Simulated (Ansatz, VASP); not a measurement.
# Cross-check of Cu (Cu wire along [110], 17 atoms a period) between VASP and Ansatz, part 2 of 3

One calculation is typed for both programs; each brings its own data sets. How far apart do they land? Of the first pair: The structure shown is the start of the Ansatz relaxation below; VASP solves that cell, so the two are compared at the walk's first step.

VASP 6.6.1 and Ansatz 0.2.0.

So far: Starting point; Ansatz: relaxation, PBE.

### Step 3. VASP: single point, PBE, start cell, pair 1

Level of this step: PBE; plane waves and PAW (Cu) (VASP).

The same cell, functional, mesh and smearing now go to VASP, with its own data sets.

Lines of VASP's logs that name or quote its potential files are left out, and so is its time.

Contents of INCAR:

```
SYSTEM = Cu
PREC = Accurate
ENCUT = 520
EDIFF = 1E-06
NELM = 120
ISMEAR = -1
SIGMA = 0.05
LREAL = .FALSE.
ALGO = Normal
GGA = PE
NBANDS = 115
LASPH = .TRUE.
LORBIT = 11
LWAVE = .FALSE.
LCHARG = .FALSE.
ISIF = 2
GGA_COMPAT = .FALSE.
KPAR = 4
```

Contents of POSCAR:

```
Cu
1.0
   14.0600000000      0.0000000000      0.0000000000
    0.0000000000     14.5000000000      0.0000000000
    0.0000000000      0.0000000000      2.5667980000
Cu
17
Direct
    0.2418207681      0.3229930345      0.0000000000
    0.2418207681      0.5000135172      0.0000000000
    0.5000000000      0.3229930345      0.0000000000
    0.5000000000      0.5000135172      0.0000000000
    0.7581792319      0.3229930345      0.0000000000
    0.7581792319      0.5000135172      0.0000000000
    0.3709103841      0.2344827586      0.5000000000
    0.3709103841      0.4115033103      0.5000000000
    0.3709103841      0.5885237931      0.5000000000
    0.3709103841      0.7655443448      0.5000000000
    0.6290896159      0.2344827586      0.5000000000
    0.6290896159      0.4115033103      0.5000000000
    0.6290896159      0.5885237931      0.5000000000
    0.6290896159      0.7655443448      0.5000000000
    0.2418207681      0.6770340690      0.0000000000
    0.5000000000      0.6770340690      0.0000000000
    0.7581792319      0.6770340690      0.0000000000
```

Contents of KPOINTS:

```
Automatic mesh
0
Gamma
1 1 32
0 0 0
```

The projector-augmented-wave data sets are Cu (PBE family, release 64).

Launch:

```bash
> mpirun -np 4 vasp_std
```

Numbers of over 12 decimals in the logs are rounded to 6 here.

Output:

```text
[banner, memory and clock lines left out]
running    4 mpi-ranks, on    1 nodes
 distrk:  each k-point on    1 cores,    4 groups
 distr:  one band on    1 cores,    1 groups

 POSCAR found type information on POSCAR Cu
 POSCAR found :  1 types and      17 ions
|                                                                             |
|               ----> ADVICE to this user running VASP <----                  |
|                                                                             |
|     You have a (more or less) 'large supercell' and for larger cells it     |
|     might be more efficient to use real-space projection operators.         |
|     Therefore, try LREAL= Auto in the INCAR file.                           |
|     Mind: For very accurate calculation, you might also keep the            |
|     reciprocal projection scheme (i.e. LREAL=.FALSE.).                      |
|                                                                             |

 LDA part: xc-table for (Slater+PW92), standard interpolation
 POSCAR, INCAR and KPOINTS ok, starting setup
 FFT: planning ... GRIDC
 FFT: planning ... GRID_SOFT
 FFT: planning ... GRID
 WAVECAR not read
 entering main loop
       N       E                     dE             d eps       ncg     rms          rms(c)
DAV:   1     0.172108424679E+04    0.17211E+04   -0.77967E+04  3918   0.207E+03
DAV:   2     0.165734687009E+03   -0.15553E+04   -0.15095E+04  3910   0.441E+02
DAV:   3    -0.544763133960E+02   -0.22021E+03   -0.19746E+03  3953   0.214E+02
DAV:   4    -0.666523687363E+02   -0.12176E+02   -0.11818E+02  4396   0.681E+01
DAV:   5    -0.669590977065E+02   -0.30673E+00   -0.30541E+00  4516   0.934E+00    0.276E+01
DAV:   6    -0.612116400898E+02    0.57475E+01   -0.14439E+02  4452   0.116E+02    0.157E+01
DAV:   7    -0.551227354146E+02    0.60889E+01   -0.27337E+01  4658   0.665E+01    0.402E+00
DAV:   8    -0.552512470492E+02   -0.12851E+00   -0.59826E+00  4620   0.457E+01    0.268E+00
DAV:   9    -0.552747883734E+02   -0.23541E-01   -0.17287E+00  5049   0.165E+01    0.268E+00
DAV:  10    -0.551535158590E+02    0.12127E+00   -0.39835E-01  5373   0.749E+00    0.674E-01
DAV:  11    -0.551809107542E+02   -0.27395E-01   -0.27840E-01  4489   0.718E+00    0.119E+00
DAV:  12    -0.551514618854E+02    0.29449E-01   -0.66822E-02  4451   0.348E+00    0.480E-01
DAV:  13    -0.551468402332E+02    0.46217E-02   -0.29970E-02  4760   0.176E+00    0.161E-01
DAV:  14    -0.551469437809E+02   -0.10355E-03   -0.73276E-03  4502   0.158E+00    0.127E-01
DAV:  15    -0.551464799773E+02    0.46380E-03   -0.11777E-03  5069   0.525E-01    0.917E-02
DAV:  16    -0.551462559835E+02    0.22399E-03   -0.19282E-03  4482   0.527E-01    0.590E-02
DAV:  17    -0.551463236862E+02   -0.67703E-04   -0.66627E-04  4441   0.410E-01    0.716E-02
DAV:  18    -0.551462534889E+02    0.70197E-04   -0.73058E-04  4278   0.315E-01    0.313E-02
DAV:  19    -0.551462597853E+02   -0.62963E-05   -0.10864E-04  4305   0.162E-01    0.924E-03
DAV:  20    -0.551462762613E+02   -0.16476E-04   -0.97589E-06  4369   0.580E-02    0.593E-03
DAV:  21    -0.551463123126E+02   -0.36051E-04   -0.98694E-06  4219   0.503E-02    0.477E-03
DAV:  22    -0.551463451544E+02   -0.32842E-04   -0.61690E-06  3569   0.230E-02    0.217E-03
DAV:  23    -0.551463498372E+02   -0.46828E-05   -0.30622E-06  2794   0.138E-02    0.389E-03
DAV:  24    -0.551463488689E+02    0.96836E-06   -0.14127E-06  2540   0.145E-02
   1 F= -.55146349E+02 E0= -.55121838E+02  d E =-.490211E-01
```

Parts of OUTCAR (step 3):

```text
ion  position               nearest neighbor table
   1  0.242  0.323  0.000-   2 2.57   8 2.57   8 2.57   7 2.57   7 2.57
   2  0.242  0.500  0.000-   1 2.57   8 2.57   8 2.57   9 2.57   9 2.57  15 2.57
   3  0.500  0.323  0.000-   4 2.57   8 2.57  12 2.57   8 2.57  12 2.57   7 2.57  11 2.57  11 2.57
                             7 2.57
   4  0.500  0.500  0.000-   3 2.57   8 2.57  12 2.57   8 2.57  12 2.57   9 2.57   9 2.57  13 2.57
                            13 2.57  16 2.57
   5  0.758  0.323  0.000-   6 2.57  12 2.57  12 2.57  11 2.57  11 2.57
   6  0.758  0.500  0.000-   5 2.57  12 2.57  12 2.57  13 2.57  13 2.57  17 2.57
   7  0.371  0.234  0.500-   3 2.57   3 2.57   1 2.57   1 2.57   8 2.57
   8  0.371  0.412  0.500-   9 2.57   4 2.57   4 2.57   2 2.57   2 2.57   3 2.57   3 2.57   1 2.57
                             1 2.57   7 2.57
   9  0.371  0.589  0.500-   8 2.57   4 2.57  16 2.57   4 2.57  16 2.57   2 2.57  15 2.57  15 2.57
                             2 2.57  10 2.57
  10  0.371  0.766  0.500-  16 2.57  16 2.57  15 2.57  15 2.57   9 2.57
  11  0.629  0.234  0.500-   3 2.57   3 2.57   5 2.57   5 2.57  12 2.57
  12  0.629  0.412  0.500-  13 2.57   4 2.57   4 2.57   6 2.57   6 2.57   3 2.57   3 2.57   5 2.57
                             5 2.57  11 2.57
  13  0.629  0.589  0.500-  12 2.57   4 2.57  16 2.57   4 2.57  16 2.57   6 2.57   6 2.57  17 2.57
                            17 2.57  14 2.57
  14  0.629  0.766  0.500-  16 2.57  16 2.57  17 2.57  17 2.57  13 2.57
  15  0.242  0.677  0.000-  10 2.57  10 2.57   9 2.57   9 2.57   2 2.57
  16  0.500  0.677  0.000-  10 2.57  14 2.57  10 2.57  14 2.57   9 2.57  13 2.57  13 2.57   9 2.57
                             4 2.57
  17  0.758  0.677  0.000-  14 2.57  14 2.57  13 2.57  13 2.57   6 2.57

  LATTYP: Found a simple orthorhombic cell.
 ALAT       =     2.5667980000
 B/A-ratio  =     5.4776417934
 C/A-ratio  =     5.6490615935

 Subroutine GETGRP returns: Found  8 space group operations
 (whereof  4 operations were pure point group operations)

The static configuration has the point symmetry C_2v.
 The point group associated with its full space group is D_2h.

 Found     17 irreducible k-points:

   k-points           NKPTS =     17   k-points in BZ     NKDIM =     17   number of bands    NBANDS=    115

   dimension x,y,z NGX =   108 NGY =  108 NGZ =   20
   dimension x,y,z NGXF=   216 NGYF=  216 NGZF=   40

   ENCUT  =  520.0 eV  38.22 Ry    6.18 a.u.  26.14 26.96  4.77*2*pi/ulx,y,z

   NELECT =     187.0000    total number of electrons

 k-points in reciprocal lattice and weights: Automatic mesh
   0.00000000  0.00000000  0.00000000       0.031
   0.00000000  0.00000000  0.03125000       0.062
   0.00000000  0.00000000  0.06250000       0.062
   0.00000000  0.00000000  0.09375000       0.062
   0.00000000  0.00000000  0.12500000       0.062
   0.00000000  0.00000000  0.15625000       0.062
   0.00000000  0.00000000  0.18750000       0.062
   0.00000000  0.00000000  0.21875000       0.062
   0.00000000  0.00000000  0.25000000       0.062
[...]
0.00000000  0.00000000  0.46875000       0.062
   0.00000000  0.00000000  0.50000000       0.031

 average (electrostatic) potential at core
       1 -70.4594       2 -70.5551       3 -70.8893       4 -71.0097       5 -70.4594
       6 -70.5551       7 -70.4415       8 -70.9081       9 -70.9081      10 -70.4415
      11 -70.4415      12 -70.9081      13 -70.9081      14 -70.4415      15 -70.4594
      16 -70.8892      17 -70.4594

 E-fermi :   0.3104

 k-point     1 :       0.0000    0.0000    0.0000
  band No.  band energies     occupation
    ...
     94      -0.9578      2.00000
     95      -0.6646      2.00000
     96      -0.3662      2.00000
     97      -0.3497      2.00000
     98       0.1993      1.80430
     99       0.5946      0.00678
    100       0.6306      0.00331
    101       0.8106      0.00009
    102       1.1207      0.00000
    103       1.6614      0.00000
    ...

 k-point     2 :       0.0000    0.0000    0.0313
  band No.  band energies     occupation
    ...
     94      -0.9108      2.00000
     95      -0.6463      2.00000
     96      -0.3219      1.99999
     97      -0.3151      1.99999
     98       0.2338      1.64475
     99       0.6285      0.00345
    100       0.6870      0.00107
    101       0.8384      0.00005
    102       1.1633      0.00000
    103       1.6800      0.00000
    ...

 k-point     3 :       0.0000    0.0000    0.0625
  band No.  band energies     occupation
    ...
     94      -0.8022      2.00000
     95      -0.5961      2.00000
     96      -0.2425      1.99997
     97      -0.1834      1.99990
     98       0.3318      0.78967
     99       0.7252      0.00050
    100       0.8455      0.00005
    101       0.9209      0.00001
    102       1.2869      0.00000
    103       1.7353      0.00000
    ...

  Total       -5.5461031     -5.7286068     -8.5394918      0.0000000      0.0000000      0.0000000
  in kB      -16.9806184    -17.5393940    -26.1455387      0.0000000      0.0000000      0.0000000
  external PRESSURE =     -20.2218504 kB  Pullay stress =       0.0000000 kB

  energy-cutoff  :      520.00
  volume of cell :      523.29
      direct lattice vectors                 reciprocal lattice vectors
    14.060000000  0.000000000  0.000000000     0.071123755  0.000000000  0.000000000
     0.000000000 14.500000000  0.000000000     0.000000000  0.068965517  0.000000000
     0.000000000  0.000000000  2.566798000     0.000000000  0.000000000  0.389590455

 POSITION                                       TOTAL-FORCE (eV/Angst)
 -----------------------------------------------------------------------------------
      3.40000      4.68340      0.00000         0.443254      0.140920      0.000000
      3.40000      7.25020      0.00000         0.138864     -0.000000     -0.000000
      7.03000      4.68340      0.00000         0.000000     -0.347231     -0.000000
      7.03000      7.25020      0.00000         0.000000     -0.000000     -0.000000
     10.66000      4.68340      0.00000        -0.443254      0.140920     -0.000000
     10.66000      7.25020      0.00000        -0.138864     -0.000000     -0.000000
      5.21500      3.40000      1.28340         0.001027      0.426647     -0.000000
      5.21500      5.96680      1.28340        -0.259922     -0.076873      0.000000
      5.21500      8.53359      1.28340        -0.259922      0.076873     -0.000000
      5.21500     11.10039      1.28340         0.001027     -0.426647     -0.000000
      8.84500      3.40000      1.28340        -0.001027      0.426647     -0.000000
      8.84500      5.96680      1.28340         0.259922     -0.076873     -0.000000
      8.84500      8.53359      1.28340         0.259922      0.076873     -0.000000
      8.84500     11.10039      1.28340        -0.001027     -0.426647     -0.000000
      3.40000      9.81699      0.00000         0.443254     -0.140920     -0.000000
      7.03000      9.81699      0.00000         0.000000      0.347231     -0.000000
     10.66000      9.81699      0.00000        -0.443254     -0.140920     -0.000000
 -----------------------------------------------------------------------------------
    total drift:                                0.000000      0.000472      0.000003

  FREE ENERGIE OF THE ION-ELECTRON SYSTEM (eV)
  ---------------------------------------------------
  free  energy   TOTEN  =       -55.1463488689 eV

  energy  without entropy=      -55.0973277488  energy(sigma->0) =      -55.12183831

 total charge
# of ion       s       p       d       tot
------------------------------------------
    1        0.440   0.217   9.220   9.876
    2        0.434   0.249   9.213   9.896
    3        0.439   0.348   9.171   9.958
    4        0.437   0.377   9.168   9.983
    5        0.440   0.217   9.220   9.876
    6        0.434   0.249   9.213   9.896
    7        0.440   0.215   9.220   9.875
    8        0.436   0.359   9.186   9.981
    9        0.436   0.359   9.186   9.981
   10        0.440   0.215   9.220   9.875
   11        0.440   0.215   9.220   9.875
   12        0.436   0.359   9.186   9.981
   13        0.436   0.359   9.186   9.981
   14        0.440   0.215   9.220   9.875
   15        0.440   0.217   9.220   9.876
   16        0.439   0.348   9.171   9.958
   17        0.440   0.217   9.220   9.876
--------------------------------------------------
tot          7.451   4.732 156.439 168.621

[... 3 further parts left out ...]
```

### Step 4. Side by side

Known differences besides the potentials themselves: the data sets hold 323 valence electrons in Ansatz (on its PAW soft_1 files) and 187 in VASP; the cutoff is 420 eV in Ansatz and 520 eV in VASP. Total energies have different zeros and are not compared.

Forces on 7 of the 17 atoms, those with the largest forces and the largest differences (eV/Å; atoms numbered as in POSCAR):

```
atom         Ansatz x, y, z           VASP x, y, z
 Cu1    0.476, 0.151, 0.000    0.443, 0.141, 0.000
 Cu5   -0.476, 0.151, 0.000   -0.443, 0.141, 0.000
Cu10   0.000, -0.460, 0.000   0.001, -0.427, 0.000
Cu11    0.000, 0.460, 0.000   -0.001, 0.427, 0.000
Cu14   0.000, -0.460, 0.000  -0.001, -0.427, 0.000
Cu15   0.476, -0.151, 0.000   0.443, -0.141, 0.000
Cu17  -0.476, -0.151, 0.000  -0.443, -0.141, 0.000
```

The forces differ by 15 meV/Å r.m.s., which is 7.1 % of the r.m.s. force of 0.206 eV/Å (both taken over all components).

### Step 5. Further runs

Further runs change the set-up of one program: Ansatz's method, potentials or start, or VASP's data sets, cutoff or form of LDA. The table gives that difference for each run.

```
                                                    run  r.m.s. force difference (meV/Å)
                                               as above                               15
VASP with the data sets Cu_sv_GW and a cutoff of 610 eV                             0.56
```

(Continued in part 3 of 3.)

[Lines on the potential files, build, host, timing and source positions are cut from VASP's logs without a mark.]

[Logs are printed without paths, hosts, clocks, repeated set-up lines and the standing remarks that a program may print on its own settings, such as how far it seeks lower states.]

[Hosts, paths, dates, database ids (printed as entryN), source tags and the programs' standing remarks are cut or masked in the printed files.]
